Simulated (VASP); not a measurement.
Crystal: C.

```
C
1.0
     0.00000    1.78337    1.78337
     1.78337    0.00000    1.78337
     1.78337    1.78337    0.00000
C
2
Direct
  0.75000 0.75000 0.75000
  0.50000 0.50000 0.50000
```

This isn't the form of C at room conditions, which is graphite.

Base run:

* Program: VASP 6.6.1
* Functional: PBE
* Potentials or basis: VASP PAW PBE potentials, release 64 (C)
* Cutoff: 520 eV
* k mesh: 12 × 12 × 12
* Occupations: gaussian, width 0.02 eV
* Spin: no spin polarisation

Its results: band gap on the k mesh 4.15 eV, indirect (least direct gap 5.59 eV); pressure 2.5 GPa.

**Question.** The run is repeated on the same cell with these changes: k mesh from 12 × 12 × 12 to 3 × 3 × 3. What comes out?

**Answer.** Band gap on the k mesh 4.11 eV, indirect (least direct gap 5.56 eV); pressure 7.6 GPa.

Caveats: some runs use coarse meshes; an odd mesh through Γ misses points on the zone boundary, where band edges often lie (some runs).
